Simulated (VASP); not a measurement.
These are r2SCAN meta-GGA, VASP's PBE PAW potentials (set 64) (plane waves; VASP) values and carry that method's errors.

Input for VASP

POSCAR:
```
Cr
1
    2.8859523203    -0.0000000000     0.0000000000
    0.0000000000     2.8859523203     0.0000000000
   -0.0000000000    -0.0000000000     2.8859523203
Cr
2
Direct
  1.0000000000   1.0000000000   1.0000000000
  0.5000000000   0.5000000000   0.5000000000
```

**KPOINTS**
```
Automatic mesh
0
Gamma
12 12 12
0 0 0
```

**INCAR**
```
! general
SYSTEM =Cr
PREC   =Accurate
ENCUT  =480
LREAL  =F   ! projection in real space or not
LASPH  =T

! electronic loop
EDIFF  =1E-7   ! SCF stop (eV)
NELM   =100   ! most electronic steps
ALGO   =Normal   ! blocked Davidson
LMAXMIX=4   ! l cut-off of mixed one-centre charges
LMIXTAU=T

! smearing
ISMEAR =1
SIGMA  =0.1   ! width (eV)

! functional
METAGGA=R2SCAN

! spin
ISPIN  =2   ! spin-polarised
MAGMOM =2.7 -2.7

! ions
IBRION =2   ! conjugate gradients
NSW    =40   ! most ionic steps
ISIF   =3   ! ions, shape and volume
EDIFFG =-0.01   ! ionic stop
PSTRESS=100   ! kbar

! output
LWAVE  =F
LCHARG =F
LORBIT =10
```

POTCAR, in this order: Cr_pv (PBE.64 set). Program: vasp_std.

What VASP printed:

### OSZICAR
```
       N       E                     dE             d eps       ncg     rms          rms(c)
DAV:   1     0.216334697578E+03    0.21633E+03   -0.14096E+04  5384   0.177E+03
DAV:   2    -0.287459517595E+02   -0.24508E+03   -0.24314E+03  5616   0.504E+02
DAV:   3    -0.372579180616E+02   -0.85120E+01   -0.84607E+01  7064   0.107E+02
DAV:   4    -0.373955963903E+02   -0.13768E+00   -0.13765E+00  7080   0.132E+01
DAV:   5    -0.373989295348E+02   -0.33331E-02   -0.33331E-02  8056   0.139E+00    0.219E+01
DAV:   6    -0.298053254978E+02    0.75936E+01   -0.30163E+01  5936   0.727E+01    0.106E+01
DAV:   7    -0.299664487291E+02   -0.16112E+00   -0.16453E+00  5928   0.168E+01    0.496E+00
DAV:   8    -0.300516942368E+02   -0.85246E-01   -0.19063E-01 10136   0.286E+00    0.335E+00
DAV:   9    -0.300695686047E+02   -0.17874E-01   -0.25893E-02  6368   0.894E-01    0.292E+00
DAV:  10    -0.300846582385E+02   -0.15090E-01   -0.14674E-01  7712   0.299E+00    0.131E+00
DAV:  11    -0.300862322604E+02   -0.15740E-02   -0.45486E-03  6344   0.761E-01    0.626E-01
DAV:  12    -0.300861148631E+02    0.11740E-03   -0.24933E-03  8040   0.535E-01    0.407E-01
DAV:  13    -0.300860514080E+02    0.63455E-04   -0.30539E-04  7016   0.190E-01    0.189E-01
DAV:  14    -0.300859603614E+02    0.91047E-04   -0.12092E-04  7008   0.123E-01    0.470E-02
DAV:  15    -0.300859509723E+02    0.93891E-05   -0.14170E-05  7248   0.456E-02    0.166E-02
DAV:  16    -0.300859435395E+02    0.74328E-05   -0.13277E-06  7776   0.122E-02    0.135E-03
DAV:  17    -0.300859430945E+02    0.44502E-06   -0.52206E-08  3360   0.272E-03    0.532E-04
DAV:  18    -0.300859432410E+02   -0.14653E-06   -0.11269E-08  3032   0.116E-03    0.444E-04
DAV:  19    -0.300859434459E+02   -0.20489E-06   -0.35973E-09  2856   0.581E-04    0.319E-04
DAV:  20    -0.300859433874E+02    0.58553E-07   -0.14845E-09  2832   0.346E-04
   1 F= -.28585717E+02 E0= -.28585550E+02  d E =-.285857E+02  mag=    -0.0000
```

**OUTCAR**
```
------------------------ aborting loop because EDIFF is reached ----------------------------------------
  FORCE on cell =-STRESS in cart. coord.  units (eV):
  Direction    XX          YY          ZZ          XY          YZ          ZX
  --------------------------------------------------------------------------------------
  Total        1.4803481      1.4803481      1.4803481      0.0000000     -0.0000000     -0.0000000
  in kB       98.6749665     98.6749665     98.6749665      0.0000000     -0.0000000     -0.0000000
  external PRESSURE =      -1.3250335 kB  Pullay stress =     100.0000000 kB
  volume of cell :       24.04
      direct lattice vectors                 reciprocal lattice vectors
     2.885952320  0.000000000  0.000000000     0.346506071  0.000000000  0.000000000
     0.000000000  2.885952320  0.000000000     0.000000000  0.346506071  0.000000000
     0.000000000  0.000000000  2.885952320     0.000000000  0.000000000  0.346506071
 POSITION                                       TOTAL-FORCE (eV/Angst)
 -----------------------------------------------------------------------------------
      0.00000      0.00000      0.00000         0.000000      0.000000      0.000000
      1.44298      1.44298      1.44298        -0.000000     -0.000000     -0.000000
 -----------------------------------------------------------------------------------
    total drift:                                0.000000      0.000000     -0.000000
  FREE ENERGIE OF THE ION-ELECTRON SYSTEM (eV)
  ---------------------------------------------------
  free  energy   TOTEN  =       -30.0859433874 eV

  energy  without entropy=      -30.0854424005  energy(sigma->0) =      -30.08577639
  enthalpy is  TOTEN    =       -28.5857167487 eV   P V=        1.5002266387

 total charge

# of ion       s       p       d       tot
------------------------------------------
    1        0.683   6.398   4.138  11.219
    2        0.683   6.398   4.138  11.219
--------------------------------------------------
tot          1.366  12.795   8.276  22.437

 magnetization (x)

# of ion       s       p       d       tot
------------------------------------------
    1        0.079   0.038   2.217   2.333
    2       -0.079  -0.038  -2.217  -2.333
--------------------------------------------------
tot          0.000   0.000   0.000   0.000

 reached required accuracy - stopping structural energy minimisation
```
(Selected blocks of OUTCAR.)

The compound is Cr in the bcc, AFM order structure. It was relaxed first under an external pressure of 10 GPa.
